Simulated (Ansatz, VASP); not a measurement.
# Si2W: VASP beside Ansatz, part 2 of 2

One calculation is typed for both programs; each brings its own data sets. How far apart do they land? The cell is taken from a series of runs on this material, whose earlier steps may have relaxed, scaled, displaced or heated it; both programs get it as it stands.

VASP 6.6.1 and Ansatz 0.2.0.

So far: Set-up; Ansatz: zone-centre phonons, PBEsol.

**3. VASP: zone-centre phonons, PBEsol**

Level of this step: PBEsol; plane waves and PAW (Si, W) (VASP).

The same cell, functional, mesh and smearing now go to VASP, with its own data sets.

Lines of VASP's logs that name or quote its potential files are left out, and so is its time.

Input file INCAR:

```
SYSTEM = Si2W
PREC = Accurate
ENCUT = 600
EDIFF = 1E-08
NELM = 120
ISMEAR = 1
SIGMA = 0.2
LREAL = .FALSE.
ALGO = Normal
GGA = PS
NBANDS = 13
LASPH = .TRUE.
LORBIT = 11
LWAVE = .FALSE.
LCHARG = .FALSE.
ISIF = 2
IBRION = 8
GGA_COMPAT = .FALSE.
KPAR = 2
```

Input file POSCAR:

```
Si2W
1.0
   -1.6335012491      1.6335012491      3.8827676900
    1.6335012491     -1.6335012491      3.8827676900
    1.6335012491      1.6335012491     -3.8827676900
Si W
2 1
Direct
    0.3349231151      0.3349231151      0.0000000000
    0.6650768849      0.6650768849      0.0000000000
    0.0000000000      0.0000000000      0.0000000000
```

Input file KPOINTS:

```
Automatic mesh
0
Gamma
20 20 20
0 0 0
```

PAW data sets: Si and W (PBE family, release 64).

Launch:

```console
> mpirun -np 2 vasp_std
```

Numbers of over 12 decimals in the logs are rounded to 6 here.

The log of the run:

```text
[banner, memory and clock lines left out]
running    2 mpi-ranks, on    1 nodes
 distrk:  each k-point on    1 cores,    2 groups
 distr:  one band on    1 cores,    1 groups

 POSCAR found type information on POSCAR SiW
 POSCAR found :  2 types and       3 ions
|                                                                             |
|               ----> ADVICE to this user running VASP <----                  |
|                                                                             |
|     You enforced a specific xc type in the INCAR file but a different       |
|     [... a line on the potential file left out ...]
|     I HOPE YOU KNOW WHAT YOU ARE DOING!                                     |
|                                                                             |

 LDA part: xc-table for (Slater+PW92), standard interpolation
 POSCAR, INCAR and KPOINTS ok, starting setup
 FFT: planning ... GRIDC
 FFT: planning ... GRID_SOFT
 FFT: planning ... GRID
 WAVECAR not read
 entering main loop
       N       E                     dE             d eps       ncg     rms          rms(c)
DAV:   1     0.319949532607E+02    0.31995E+02   -0.65555E+03 16666   0.105E+03
DAV:   2    -0.247864502951E+02   -0.56781E+02   -0.51714E+02 20218   0.199E+02
DAV:   3    -0.275628343263E+02   -0.27764E+01   -0.26719E+01 23131   0.351E+01
DAV:   4    -0.276050888357E+02   -0.42255E-01   -0.42154E-01 20038   0.478E+00
DAV:   5    -0.276057708311E+02   -0.68200E-03   -0.68166E-03 23786   0.539E-01    0.251E+01
DAV:   6    -0.268150189254E+02    0.79075E+00   -0.23488E+00 25259   0.962E+00    0.101E+01
DAV:   7    -0.266983177452E+02    0.11670E+00   -0.21465E-01 19020   0.310E+00    0.542E+00
DAV:   8    -0.266707621918E+02    0.27556E-01   -0.42269E-02 21721   0.143E+00    0.506E-01
DAV:   9    -0.266705894025E+02    0.17279E-03   -0.20569E-03 19909   0.311E-01    0.265E-01
DAV:  10    -0.266705576269E+02    0.31776E-04   -0.28091E-04 21049   0.108E-01    0.303E-02
DAV:  11    -0.266705448531E+02    0.12774E-04   -0.42492E-05 21479   0.475E-02    0.186E-02
DAV:  12    -0.266705449037E+02   -0.50598E-07   -0.18182E-06 20505   0.102E-02    0.674E-03
DAV:  13    -0.266705447396E+02    0.16406E-06   -0.16108E-07 20621   0.291E-03    0.141E-03
DAV:  14    -0.266705447068E+02    0.32840E-07   -0.77746E-09 13283   0.590E-04    0.343E-04
DAV:  15    -0.266705447072E+02   -0.42701E-09   -0.85803E-10 10603   0.266E-04
   1 F= -.26670545E+02 E0= -.26671028E+02  d E =0.144886E-02
 Linear response reoptimize wavefunctions to high precision
DAV:   1    -0.266705447089E+02   -0.16546E-08   -0.18035E-10 12872   0.104E-04
DAV:   2    -0.266705447089E+02   -0.22737E-11   -0.32818E-11  9993   0.557E-05
 Linear response DOF=           4
 Linear response progress:
  Degree of freedom:   1/  4
       N       E                     dE             d eps       ncg     rms          rms(c)
RMM:   1    -0.180228805530E-01   -0.18023E-01    0.15051E-02136562   0.885E-01
RMM:   2    -0.166154355232E-01    0.14074E-02   -0.71153E-04 88574   0.214E-01    0.892E-02
RMM:   3    -0.166817793310E-01   -0.66344E-04   -0.13912E-04 89394   0.588E-02    0.488E-02
RMM:   4    -0.168261125898E-01   -0.14433E-03   -0.85554E-05 88800   0.437E-02    0.114E-02
RMM:   5    -0.168080317084E-01    0.18081E-04   -0.16989E-06 92691   0.894E-03    0.111E-03
RMM:   6    -0.168131665292E-01   -0.51348E-05   -0.22938E-07 93687   0.165E-03    0.654E-04
RMM:   7    -0.168125172298E-01    0.64930E-06    0.46486E-09 95118   0.382E-04    0.627E-05
RMM:   8    -0.168129730931E-01   -0.45586E-06   -0.10648E-08 96272   0.125E-04    0.171E-05
RMM:   9    -0.168129385080E-01    0.34585E-07   -0.64172E-10 99160   0.299E-05    0.276E-06
RMM:  10    -0.168129451460E-01   -0.66380E-08   -0.12267E-09 99288   0.965E-06    0.111E-06
 first order change of Fermi-energy   0.19593E-04
 force on displaced ion       1 direction 1 :  -7.416   0.000  -0.000
 Linear response progress:
  Degree of freedom:   2/  4
       N       E                     dE             d eps       ncg     rms          rms(c)
RMM:   1    -0.245959703191E-01   -0.24596E-01    0.38263E-02 42165   0.108E+00
RMM:   2    -0.219620165022E-01    0.26340E-02   -0.11300E-03 26778   0.273E-01    0.135E-01
RMM:   3    -0.219695390233E-01   -0.75225E-05   -0.34680E-04 27061   0.895E-02    0.828E-02
RMM:   4    -0.220625209114E-01   -0.92982E-04   -0.69167E-05 27904   0.397E-02    0.301E-02
RMM:   5    -0.220854940127E-01   -0.22973E-04   -0.26091E-06 28230   0.885E-03    0.111E-02
RMM:   6    -0.220871903408E-01   -0.16963E-05   -0.32589E-07 28189   0.304E-03    0.177E-03
RMM:   7    -0.220856211059E-01    0.15692E-05   -0.63370E-08 28810   0.112E-03    0.576E-04
RMM:   8    -0.220855305726E-01    0.90533E-07   -0.29935E-09 29552   0.233E-04    0.136E-04
RMM:   9    -0.220858549001E-01   -0.32433E-06   -0.90322E-10 29201   0.843E-05    0.129E-05
RMM:  10    -0.220858190978E-01    0.35802E-07   -0.16422E-09 30539   0.179E-05    0.529E-06
RMM:  11    -0.220858169306E-01    0.21673E-08   -0.21149E-09 28095   0.694E-06    0.109E-06
 first order change of Fermi-energy  -0.50489E+00
 force on displaced ion       1 direction 3 :  -0.000  -0.000 -14.211
 Linear response progress:
  Degree of freedom:   3/  4
       N       E                     dE             d eps       ncg     rms          rms(c)
RMM:   1    -0.120151426662E+00   -0.12015E+00   -0.10254E-01 58769   0.178E+00
RMM:   2    -0.119138490821E+00    0.10129E-02   -0.13361E-03 47294   0.258E-01    0.152E-01
RMM:   3    -0.118774299026E+00    0.36419E-03   -0.20191E-04 48579   0.791E-02    0.865E-02
RMM:   4    -0.118866264669E+00   -0.91966E-04   -0.24905E-04 47909   0.910E-02    0.119E-02
RMM:   5    -0.118855715417E+00    0.10549E-04   -0.72277E-06 51735   0.172E-02    0.336E-03
RMM:   6    -0.118861330286E+00   -0.56149E-05   -0.13848E-07 50956   0.222E-03    0.828E-04
RMM:   7    -0.118860926013E+00    0.40427E-06   -0.88352E-09 52749   0.592E-04    0.132E-04
RMM:   8    -0.118860798265E+00    0.12775E-06   -0.87496E-10 52911   0.125E-04    0.431E-05
RMM:   9    -0.118860541518E+00    0.25675E-06   -0.96195E-11 54383   0.447E-05    0.628E-06
RMM:  10    -0.118860497268E+00    0.44250E-07   -0.53919E-09 55147   0.186E-05    0.270E-06
RMM:  11    -0.118860514441E+00   -0.17173E-07   -0.54840E-09 53231   0.121E-05    0.286E-07
RMM:  12    -0.118860516739E+00   -0.22977E-08   -0.20030E-09 39323   0.898E-06    0.103E-07
 first order change of Fermi-energy  -0.94173E-03
 force on displaced ion       3 direction 1 :  -9.056  -0.000   0.000
 Linear response progress:
  Degree of freedom:   4/  4
       N       E                     dE             d eps       ncg     rms          rms(c)
RMM:   1    -0.136793527061E+00   -0.13679E+00   -0.12452E-01 32250   0.186E+00
RMM:   2    -0.132856574776E+00    0.39370E-02   -0.20357E-03 25831   0.307E-01    0.183E-01
RMM:   3    -0.132242070551E+00    0.61450E-03   -0.58911E-04 26795   0.119E-01    0.985E-02
RMM:   4    -0.132294183907E+00   -0.52113E-04   -0.31488E-04 26619   0.988E-02    0.238E-02
RMM:   5    -0.132344850931E+00   -0.50667E-04   -0.34226E-05 27199   0.343E-02    0.687E-03
RMM:   6    -0.132350101932E+00   -0.52510E-05   -0.54289E-07 29096   0.448E-03    0.138E-03
RMM:   7    -0.132345184888E+00    0.49170E-05   -0.61926E-08 28035   0.120E-03    0.234E-04
RMM:   8    -0.132345676257E+00   -0.49137E-06   -0.31097E-09 29334   0.275E-04    0.939E-05
RMM:   9    -0.132345710260E+00   -0.34003E-07   -0.10883E-09 29866   0.659E-05    0.390E-05
RMM:  10    -0.132345580853E+00    0.12941E-06   -0.11318E-09 29832   0.294E-05    0.374E-06
RMM:  11    -0.132345595040E+00   -0.14187E-07   -0.25410E-09 30283   0.125E-05    0.133E-06
RMM:  12    -0.132345597150E+00   -0.21106E-08   -0.20029E-09 22443   0.946E-06    0.214E-07
 first order change of Fermi-energy   0.60254E-03
 force on displaced ion       3 direction 3 :   0.000   0.000 -14.372
 Linear response finished
```

From OUTCAR (step 3):

```text
ion  position               nearest neighbor table
   1  0.335  0.335  0.000-   2 2.56   3 2.60   3 2.64   3 2.64   3 2.64   3 2.64   2 2.66   2 2.66
                             2 2.66   2 2.66
   2  0.665  0.665  0.000-   1 2.56   3 2.60   3 2.64   3 2.64   3 2.64   3 2.64   1 2.66   1 2.66
                             1 2.66   1 2.66
   3  0.000  0.000  0.000-   1 2.60   2 2.60   2 2.64   1 2.64   2 2.64   2 2.64   2 2.64   1 2.64
                             1 2.64   1 2.64

  LATTYP: Found a body centered tetragonal cell.
 ALAT       =     3.2670024982
 C/A-ratio  =     2.3769603434

 Subroutine GETGRP returns: Found 16 space group operations
 (whereof 16 operations were pure point group operations)

The static configuration has the point symmetry D_4h.

 Found    641 irreducible k-points:

   k-points           NKPTS =    641   k-points in BZ     NKDIM =    641   number of bands    NBANDS=     13

   dimension x,y,z NGX =    36 NGY =   36 NGZ =   36
   dimension x,y,z NGXF=    72 NGYF=   72 NGZF=   72

   ENCUT  =  600.0 eV  44.10 Ry    6.64 a.u.   9.02  9.02  9.02*2*pi/ulx,y,z

   NELECT =      14.0000    total number of electrons

 k-points in reciprocal lattice and weights: Automatic mesh
   0.00000000  0.00000000  0.00000000       0.000
   0.05000000 -0.00000000  0.00000000       0.001
   0.10000000 -0.00000000  0.00000000       0.001
   0.15000000 -0.00000000  0.00000000       0.001
   0.20000000 -0.00000000  0.00000000       0.001
   0.25000000  0.00000000  0.00000000       0.001
   0.30000000 -0.00000000  0.00000000       0.001
   0.35000000  0.00000000  0.00000000       0.001
   0.40000000 -0.00000000  0.00000000       0.001
[...]
-0.45000000 -0.45000000  0.45000000       0.000
   0.50000000  0.50000000  0.50000000       0.000

 average (electrostatic) potential at core
       1 -79.4291       2 -79.4291       3 -35.0661

  Total       -2.6573785     -2.6573785     -0.0955560      0.0000000      0.0000000      0.0000000
  in kB     -102.7362391   -102.7362391     -3.6942660      0.0000000      0.0000000      0.0000000
  external PRESSURE =     -69.7222481 kB  Pullay stress =       0.0000000 kB

  energy-cutoff  :      600.00
  volume of cell :       41.44
      direct lattice vectors                 reciprocal lattice vectors
    -1.633501249  1.633501249  3.882767690     0.000000000  0.306090981  0.128774122
     1.633501249 -1.633501249  3.882767690     0.306090981  0.000000000  0.128774122
     1.633501249  1.633501249 -3.882767690     0.306090981  0.306090981  0.000000000

 POSITION                                       TOTAL-FORCE (eV/Angst)
 -----------------------------------------------------------------------------------
      0.00000      0.00000      2.60086        -0.000000     -0.000000      0.006747
      0.00000      0.00000      5.16468        -0.000000     -0.000000     -0.006747
      0.00000      0.00000      0.00000         0.000000      0.000000      0.000000
 -----------------------------------------------------------------------------------
    total drift:                                0.000000      0.000000      0.000000

 Eigenvectors and eigenvalues of the dynamical matrix
 ----------------------------------------------------

   1 f  =   13.594288 THz    85.415433 2PiTHz  453.456653 cm-1    56.221434 meV
             X         Y         Z           dx          dy          dz
      0.000000  0.000000  2.600857     0.000000   -0.000000    0.707107
      0.000000  0.000000  5.164678     0.000000   -0.000000   -0.707107
      0.000000  0.000000  0.000000    -0.000000   -0.000000    0.000000

   2 f  =    9.470102 THz    59.502404 2PiTHz  315.888591 cm-1    39.165176 meV
             X         Y         Z           dx          dy          dz
      0.000000  0.000000  2.600857     0.033101    0.706332   -0.000000
      0.000000  0.000000  5.164678    -0.033101   -0.706332    0.000000
      0.000000  0.000000  0.000000     0.000000   -0.000000    0.000000

   3 f  =    9.470102 THz    59.502404 2PiTHz  315.888591 cm-1    39.165176 meV
             X         Y         Z           dx          dy          dz
      0.000000  0.000000  2.600857     0.706332   -0.033101   -0.000000
      0.000000  0.000000  5.164678    -0.706332    0.033101    0.000000
      0.000000  0.000000  0.000000     0.000000   -0.000000    0.000000

   4 f  =    9.035167 THz    56.769631 2PiTHz  301.380742 cm-1    37.366433 meV
             X         Y         Z           dx          dy          dz
      0.000000  0.000000  2.600857    -0.000000   -0.000000   -0.618855
      0.000000  0.000000  5.164678    -0.000000   -0.000000   -0.618855
      0.000000  0.000000  0.000000    -0.000000    0.000000    0.483774

   5 f  =    7.170952 THz    45.056417 2PiTHz  239.197197 cm-1    29.656659 meV
             X         Y         Z           dx          dy          dz
      0.000000  0.000000  2.600857     0.618829    0.000000   -0.000000
      0.000000  0.000000  5.164678     0.618829   -0.000000    0.000000
      0.000000  0.000000  0.000000    -0.483839    0.000000    0.000000

   6 f  =    7.170952 THz    45.056417 2PiTHz  239.197197 cm-1    29.656659 meV
             X         Y         Z           dx          dy          dz
      0.000000  0.000000  2.600857    -0.000000   -0.618829   -0.000000
      0.000000  0.000000  5.164678    -0.000000   -0.618829    0.000000
      0.000000  0.000000  0.000000    -0.000000    0.483839   -0.000000

   7 f/i=    0.000157 THz     0.000984 2PiTHz    0.005222 cm-1     0.000647 meV
             X         Y         Z           dx          dy          dz
      0.000000  0.000000  2.600857     0.000000   -0.000000    0.342080
      0.000000  0.000000  5.164678     0.000000   -0.000000    0.342080
      0.000000  0.000000  0.000000     0.000000   -0.000000    0.875193

   8 f/i=    0.000660 THz     0.004149 2PiTHz    0.022028 cm-1     0.002731 meV
             X         Y         Z           dx          dy          dz
      0.000000  0.000000  2.600857     0.342047   -0.007348   -0.000000
      0.000000  0.000000  5.164678     0.342047   -0.007348   -0.000000
      0.000000  0.000000  0.000000     0.874955   -0.018796   -0.000000

   9 f/i=    0.000660 THz     0.004149 2PiTHz    0.022028 cm-1     0.002731 meV
             X         Y         Z           dx          dy          dz
      0.000000  0.000000  2.600857    -0.007348   -0.342047   -0.000000
      0.000000  0.000000  5.164678    -0.007348   -0.342047   -0.000000
      0.000000  0.000000  0.000000    -0.018796   -0.874955   -0.000000

 ELASTIC MODULI CONTR FROM IONIC RELAXATION (kBar)
 Direction    XX          YY          ZZ          XY          YZ          ZX
 --------------------------------------------------------------------------------
 XX         -14.0549    -14.0549    -22.7091      0.0000      0.0000      0.0000
 YY         -14.0549    -14.0549    -22.7091      0.0000      0.0000      0.0000
 ZZ         -22.7091    -22.7091    -36.6921      0.0000      0.0000      0.0000
 XY           0.0000      0.0000      0.0000      0.0000      0.0000      0.0000
 YZ           0.0000      0.0000      0.0000      0.0000    -17.6323      0.0000
 ZX           0.0000      0.0000      0.0000      0.0000     -0.0000     -3.9139
 --------------------------------------------------------------------------------
```

**4. Side by side**

Known differences besides the potentials themselves: the data sets hold 22 valence electrons in Ansatz (on its PAW soft_1 files) and 14 in VASP; the cutoff is 420 eV in Ansatz and 600 eV in VASP; Ansatz makes its cores anew for this functional, VASP keeps those of its PBE data sets. Total energies have different zeros and are not compared.

The two programs side by side:

```csv
quantity,Ansatz,VASP,difference
optical mode 1 to 2 (cm⁻¹),237.6,239.2,-0.67 %
optical mode 3 (cm⁻¹),299.9,301.4,-0.49 %
optical mode 4 to 5 (cm⁻¹),314.1,315.9,-0.58 %
optical mode 6 (cm⁻¹),451.2,453.5,-0.49 %
```

Modes are paired by rising frequency, not by their patterns, so a pair may set unlike modes beside each other; they are those without the splitting of longitudinal modes.

**5. Results**

```yaml
r_m_s_difference_of_the_optical_zone_centre_modes_each_program_s_sorted_by_frequency_zone_centre_phonons_pbesol: 1.8 cm⁻¹
difference_in_optical_mode_1_to_2_zone_centre_phonons_pbesol: -0.7 %
```

**Reading.** The r.m.s. difference of the optical zone-centre modes, each program's sorted by frequency is 1.8 cm⁻¹ (zone-centre phonons, PBEsol). The data sets hold unlike numbers of valence electrons (22 in Ansatz and 14 in VASP), so part of the differences comes from the potentials. Among the rows given in per cent, the largest difference of the zone-centre phonons, PBEsol pair is in optical mode 1 to 2, -0.7 %. Such differences can come from data sets, numerical settings and the points named under the comparisons, not from the functional's error against experiment.

[Lines on the potential files, build, host, timing and source positions are cut from VASP's logs without a mark.]

[Logs are printed without paths, hosts, clocks, repeated set-up lines and the standing remarks that a program may print on its own settings, such as how far it seeks lower states.]

[Hosts, paths, dates, database ids (printed as entryN), source tags and the programs' standing remarks are cut or masked in the printed files.]
